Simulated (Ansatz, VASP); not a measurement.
# SbPbS2 in two plane-wave programs, part 3 of 3

Aim: how closely do two programs agree when they are given the same cell, functional and k mesh?  Valence electrons are named where the data sets of a main pair hold unlike numbers.

VASP 6.6.1 and Ansatz 0.2.0.

So far. Step 6 (VASP: single point, LDA): The PAW data sets were made with PBE, though LDA sets exist; pressures can shift by 1 GPa and more with it.

## Step 9: VASP: single point, PBE

Level of this step: PBE; plane waves and PAW (Pb, S, Sb) (VASP).

With cell and atoms fixed, the geometry can't cause a difference; cores, projectors, grids and the points listed under the comparison can.

File INCAR:

```
SYSTEM = SbPbS2
PREC = Normal
ENCUT = 350
EDIFF = 1E-06
NELM = 120
ISMEAR = 0
SIGMA = 0.05
LREAL = .FALSE.
ALGO = Normal
GGA = PE
NBANDS = 29
LORBIT = 11
LWAVE = .FALSE.
LCHARG = .FALSE.
KPAR = 4
IDIPOL = 3
LDIPOL = .TRUE.
DIPOL = 0.5 0.5 0.496
LVHAR = .TRUE.
LVACPOTAV = .TRUE.
```

File POSCAR:

```
SbPbS2
1.0
    4.2934420000      0.0000000000      0.0000000000
    0.0000000000      3.9640180000      0.0000000000
    0.0000000000      0.0000000000     23.9533495716
Pb S Sb
2 4 2
Direct
    0.5000000000      0.0000000000      0.6868913900
    0.5000000000      0.5000000000      0.4374837240
    0.0000000000      0.5000000000      0.6686088100
    0.5000000000      0.0000000000      0.5667053270
    0.0000000000      0.0000000000      0.4192011440
    0.5000000000      0.5000000000      0.3172976620
    0.0000000000      0.5000000000      0.5625162760
    0.0000000000      0.0000000000      0.3131086100
```

File KPOINTS:

```
Automatic mesh
0
Gamma
6 7 1
0 0 0
```

Potentials, in the order of the species: Pb, S and Sb (PBE family, release 64).

Launch:

```sh
> mpirun -np 4 vasp_std
```

Numbers of over 12 decimals in the logs are rounded to 6 here.

Log:

```text
[banner, memory and clock lines left out]
running    4 mpi-ranks, on    1 nodes
[...]
LDA part: xc-table for (Slater+PW92), standard interpolation
 POSCAR, INCAR and KPOINTS ok, starting setup
[...]
entering main loop
       N       E                     dE             d eps       ncg     rms          rms(c)
DAV:   1     0.250010816792E+03    0.25001E+03   -0.11508E+04   928   0.801E+02
DAV:   2     0.364049097098E+01   -0.24637E+03   -0.23872E+03  1311   0.172E+02
DAV:   3    -0.331930755836E+02   -0.36834E+02   -0.36162E+02  1071   0.729E+01
DAV:   4    -0.350315808580E+02   -0.18385E+01   -0.18231E+01  1297   0.182E+01
[...]
DAV:  28    -0.334572682594E+02   -0.23527E-05   -0.12794E-07   704   0.126E-03    0.145E-03
DAV:  29    -0.334572693970E+02   -0.11376E-05   -0.73969E-08   629   0.761E-04    0.764E-04
DAV:  30    -0.334572696356E+02   -0.23865E-06   -0.17615E-08   575   0.431E-04
 [... a notice as in an earlier step ...]

   1 F= -.33457270E+02 E0= -.33453697E+02  d E =-.714596E-02
```

OUTCAR, selected parts (step 9):

```text
  Total       -0.1994907     -1.9018923     -1.1395540      0.0000000      0.0000000      0.0000000
  in kB       -0.7840175     -7.4746186     -4.4785560      0.0000000      0.0000000      0.0000000
  external PRESSURE =      -4.2457307 kB  Pullay stress =       0.0000000 kB

 POSITION                                       TOTAL-FORCE (eV/Angst)
 -----------------------------------------------------------------------------------
      2.14672      0.00000     16.45335         0.000000      0.000000     -0.318208
      2.14672      1.98201     10.47920         0.000000      0.000000     -0.055969
      0.00000      1.98201     16.01542         0.000000      0.000000      0.254332
      2.14672      0.00000     13.57449         0.000000      0.000000      0.381235
      0.00000      0.00000     10.04127         0.000000      0.000000     -0.238622
      2.14672      1.98201      7.60034         0.000000      0.000000      0.039964
      0.00000      1.98201     13.47415         0.000000      0.000000     -0.331911
      0.00000      0.00000      7.50000         0.000000      0.000000      0.269180
 -----------------------------------------------------------------------------------
    total drift:                                0.000000     -0.000000     -0.000996

  FREE ENERGIE OF THE ION-ELECTRON SYSTEM (eV)
  ---------------------------------------------------
  free  energy   TOTEN  =       -33.4572696356 eV

  energy  without entropy=      -33.4501236760  energy(sigma->0) =      -33.45369666

[... 2 parts as in an earlier step ...]

[... 1 further part left out ...]
[key lines of the parts left out:]
E-fermi :   1.2097
```

## Step 10: Ansatz: single point, PBE

The same cell, functional, mesh and smearing now go to Ansatz, which takes its cutoff from its data sets.

File input.yaml:

```yaml
crystal:
  lattice:
    - [4.293442, 0.0, 0.0]
    - [0.0, 3.964018, 0.0]
    - [0.0, 0.0, 23.9533495716]
  atoms:
    - { symbol: Pb, position: [0.5, 0.0, 0.68689139] }
    - { symbol: Pb, position: [0.5, 0.5, 0.437483724] }
    - { symbol: S, position: [0.0, 0.5, 0.66860881] }
    - { symbol: S, position: [0.5, 0.0, 0.566705327] }
    - { symbol: S, position: [0.0, 0.0, 0.419201144] }
    - { symbol: S, position: [0.5, 0.5, 0.317297662] }
    - { symbol: Sb, position: [0.0, 0.5, 0.562516276] }
    - { symbol: Sb, position: [0.0, 0.0, 0.31310861] }
hamiltonian:
  xc: pbe
  pseudopotentials: { kind: paw }
kpoints:
  mp_grid: { grid: [6, 7, 1] }
scf:
  occupations: { method: gaussian, width: 0.05 }
  n_extra_bands: 6
efield:
  axis: 3
  dipole_correction: true
  ramp_width: 0.04
output:
  forces: true
  eigenvalues: true
  write_density: true
  write_potential: true
  elf: true
  volumetric_format: npy
```

Launch:

```sh
> ansatz run input.yaml --threads 4 --pin off --max-ram 9216MiB --backend cpu --events-out ev --progress --plain --runs-dir out
```

Log:

```text
[...]
Crystal: 8 atoms, lattice volume = 407.669 Å³
Basis set: ecut = 420 eV, 7975 PW (Γ), exchange–correlation on 60×54×324 points (8 copies of the dense FFT grid, shifted against one another)
Bands: 47, of which v1, the nominal top of the filled ones, is band 41 counted from 1 (40 counted from 0)
Symmetry: 4 space group operations
[...]
k-point 0: bands = [... 37 lower, 0.0890, 0.7444, 1.0301, 2.2194, 3.7812, 5.2090, 5.3599, 5.4579, ... 2 higher]
  k-point 1: bands = [... 37 lower, 0.1989, 0.7032, 0.9301, 2.3597, 3.8833, 4.3239, 4.6188, 4.6567, ... 2 higher]
  k-point 2: bands = [... 37 lower, 0.3768, 0.6965, 0.8146, 2.7523, 2.9309, 3.1327, 3.2824, 3.6234, ... 2 higher]
  k-point 15: bands = [... 37 lower, -0.8157, -0.2098, 0.1706, 4.0148, 4.4447, 4.5316, 4.7610, 5.5807, ... 2 higher]
[key lines of the parts left out:]
SCF converged after 10 iterations
Free energy (F): -40391.586024 eV
Fermi energy:    2.771512 eV
Dipole field:    D = 0.028335 V/Å  (p = 0.063837 e·Å, saw-weighted, corrected)
Work function:   Φ+ = 3.1914 eV   Φ− = 3.8702 eV
```

Run time: 3.1 s. Hardware: 4 threads of AMD EPYC 9R45 (Zen 5), shared host; peak memory 0.98 GiB.

## Step 11: Comparison

What differs besides the data sets and the points named for the pairs above, as far as they apply: the data sets hold 82 valence electrons in Ansatz (on its default PAW (the set named soft_2) files) and 42 in VASP. Total energies have different zeros and are not compared.

Compared:

| quantity | Ansatz | VASP | difference |
| --- | --- | --- | --- |
| work function, lower of the two faces (eV) | 3.19 | 3.19 | 0.00 |
| work function, higher of the two faces (eV) | 3.87 | 3.88 | -0.01 |

Forces (eV/Å; atoms numbered as in POSCAR):

| atom | Ansatz x, y, z | VASP x, y, z |
| --- | --- | --- |
| Pb1 | 0.000, 0.000, -0.291 | 0.000, 0.000, -0.318 |
| Pb2 | 0.000, 0.000, -0.050 | 0.000, 0.000, -0.056 |
| S3 | 0.000, 0.000, 0.236 | 0.000, 0.000, 0.254 |
| S4 | 0.000, 0.000, 0.387 | 0.000, 0.000, 0.381 |
| S5 | 0.000, 0.000, -0.254 | 0.000, 0.000, -0.239 |
| S6 | 0.000, 0.000, 0.036 | 0.000, 0.000, 0.040 |
| Sb7 | 0.000, 0.000, -0.325 | 0.000, 0.000, -0.332 |
| Sb8 | 0.000, 0.000, 0.261 | 0.000, 0.000, 0.269 |

The forces differ by 8.0 meV/Å r.m.s., which is 5.2 % of the r.m.s. force of 0.152 eV/Å (both taken over all components). VASP's log warns that it found no field-free region in the vacuum, so its work functions are uncertain. With vacuum in the cell, a pressure given here is an average over mostly empty space and none of the material.

## Step 12: Results

| Property | Result |
| --- | --- |
| r.m.s. force difference (single point, PBEsol) | 3.5 % of the r.m.s. force |
| r.m.s. force difference (single point, LDA) | 11 % of the r.m.s. force |
| r.m.s. force difference (single point, PBE) | 8.0 meV/Å |

**Reading.** The r.m.s. force difference is 11 % of the r.m.s. force (single point, LDA), beyond the 3 % picked in this series as the mark of a large difference. The data sets hold unlike numbers of valence electrons (82 in Ansatz and 42 in VASP), so part of the differences comes from the potentials. Single point, LDA, cores kept as stored: the difference in work function, higher of the two faces goes from -2.3e-4 to 0.0020 eV. Single point, LDA, Ansatz's larger PAW set (cutoff 700 eV): the difference in work function, higher of the two faces goes from -2.3e-4 to -0.0019 eV. Single point, LDA, norm-conserving potentials (cutoff 1143 eV): r.m.s. force difference goes from 25 to 14 meV/Å; the difference in work function, lower of the two faces goes from 0.0072 to 0.017 eV; the difference in work function, higher of the two faces goes from -2.3e-4 to 0.0096 eV. 1 further run of this series is not shown here. How closely two codes agree says nothing of how well the functional describes the real material.

[Lines on the potential files, build, host, timing and source positions are cut from VASP's logs without a mark.]

[Logs are printed without paths, hosts, clocks, repeated set-up lines and the standing remarks that a program may print on its own settings, such as how far it seeks lower states.]

[Hosts, paths, dates, database ids (printed as entryN), source tags and the programs' standing remarks are cut or masked in the printed files.]
